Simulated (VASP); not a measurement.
An input for Quantum ESPRESSO's pw.x (written as the equivalent of a VASP run, and not itself run):

```
&CONTROL
  calculation = 'vc-relax'
  pseudo_dir = './pseudo'
  outdir = './out'
  tprnfor = .true.
  tstress = .true.
  nstep = 30
  forc_conv_thr = 0.00039
/
&SYSTEM
  ibrav = 0
  nat = 3
  ntyp = 2
  ecutwfc = 84
  occupations = 'smearing'
  smearing = 'methfessel-paxton'
  degauss = 0.00735
  input_dft = 'pz'
/
&ELECTRONS
  conv_thr = 7.3e-09
  electron_maxstep = 100
/
&IONS
/
&CELL
  cell_dofree = 'shape'
/
ATOMIC_SPECIES
  Te 127.600 Te.upf
  Pt 195.084 Pt.upf
CELL_PARAMETERS angstrom
     2.0333841   -3.5219241    0.0000000
     2.0333841    3.5219241    0.0000000
     0.0000000   -0.0000000    5.1149515
ATOMIC_POSITIONS crystal
  Te   0.3333330  0.6666670  0.2640619
  Te   0.6666670  0.3333330  0.7359381
  Pt   1.0000000  0.0000000  1.0000000
K_POINTS automatic
  9 9 6 0 0 0
```

Write the VASP files for the same calculation (LDA).

One answer among several that fit: 
### KPOINTS
```
K-points
0
G
  9 9 6
0 0 0
```

**INCAR**
```
ALGO  =  Normal
EDIFF  =  1E-7
EDIFFG  =  -0.01
ENCUT  =  520
IBRION  =  2
ISIF  =  4
ISMEAR  =  1
LASPH  =  .True.
LCHARG  =  .False.
LMAXMIX  =  6
LREAL  =  .False.
LWAVE  =  .False.
NELM  =  100
NSW  =  30
PREC  =  Accurate
SIGMA  =  0.1
SYSTEM  =  PtTe2
```

**POSCAR**
```
PtTe2
1.0
  2.0333840661  -3.5219241339   0.0000000000
  2.0333840661   3.5219241339   0.0000000000
  0.0000000000   0.0000000000   5.1149514748
Te Pt
2 1
Cart
  2.0333840661   1.1739770592   1.3506639383
  2.0333840661  -1.1739770592   3.7642875365
  2.0333840661  -3.5219241339   5.1149514748
```

POTCAR, in this order: Te Pt (LDA.64 set). Program: vasp_std.

The two are equivalent in intent, not identical: the potentials are each code's own (VASP's PAW set, PseudoDojo norm-conserving files in pw.x), so ENCUT and ecutwfc are chosen apart and not converted; conv_thr bounds pw.x's estimated SCF error, while EDIFF bounds the energy change between steps; forc_conv_thr acts on force components and is met together with etot_conv_thr.

The compound is PtTe2 in the 1T layered structure. This cell is one point of a volume scan, at 1.03 of the reference volume. Symmetry was kept, so distortions that lower it aren't found.
